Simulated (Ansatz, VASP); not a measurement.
Two plane-wave programs on SnPt

```xyz
4
Lattice="4.0923 0.0000 0.0000 -2.0461 3.5440 0.0000 0.0000 0.0000 5.4052" Properties=species:S:1:pos:R:3 pbc="T T T"
Sn    0.0000    2.3627    1.3513
Sn    2.0461    1.1813    4.0539
Pt    0.0000    0.0000    0.0000
Pt    0.0000    0.0000    2.7026
```

Alike in both runs: functional LDA; k mesh 12 × 12 × 8; occupations gaussian, width 0.1 eV; no spin polarisation.

Ansatz relaxed the structure, and its values are those at the end. VASP's run is a single point on that final structure, the one shown.

|  | VASP | Ansatz |
| --- | --- | --- |
| version | VASP 6.6.1 | Ansatz 0.2.0 |
| potentials or method | VASP PAW LDA potentials, release 64 (Sn_d, Pt) | scalar-relativistic, plane waves, PAW |
| plane-wave cutoff (eV) | 520 | 420 |
| valence electrons in the cell | 48 | 64 |

|  | VASP | Ansatz | Ansatz less VASP |
| --- | --- | --- | --- |
| gap on the k mesh at the Fermi level (eV) | none | none | - |
| pressure (GPa) | 0.5 | 0.0 | -0.47 |

A gap of «none» marks a metal or a gap that the smearing closes. The two sets of potentials don't hold the same shells in valence.

The runs have no spin-orbit coupling, so splittings on Pt are missing.
